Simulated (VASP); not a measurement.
Input:

```xyz
2
Lattice="0.0000 3.1878 3.1878 3.1878 0.0000 3.1878 3.1878 3.1878 0.0000" Properties=species:S:1:pos:R:3 pbc="T T T"
Sr     0.0000     0.0000     0.0000
Te     3.1878     3.1878     3.1878
```

The numbers are results of PBEsol GGA, VASP's PBE PAW potentials (set 64) (plane waves; VASP), not measurements. Numerical set-up: 500 eV cut-off, 7×7×7 Γ-centred mesh, Gaussian smearing of 0.050 eV, potentials Sr_sv Te.

Energy and stress use the plane-wave basis of the starting cell.

The ions, cell shape and volume at an external pressure of 10.0 GPa are relaxed. Give the cell that the relaxation ends in.

```xyz
2
Lattice="0.0000 3.1071 3.1071 3.1071 0.0000 3.1071 3.1071 3.1071 0.0000" Properties=species:S:1:pos:R:3 pbc="T T T"
Sr     0.0000     0.0000     0.0000
Te     3.1071     3.1071     3.1071
```
Space group Fm-3m (225), at a tolerance of 0.03 Å.

How do energy and volume change from the first to the last step?

The energy (σ→0) changes by +109.4 meV/atom and the volume by -7.4 %, in 3 ionic steps.

The compound is SrTe in the rock salt structure. This run relaxes it under an external pressure of 10 GPa. Symmetry was kept, so distortions that lower it aren't found.
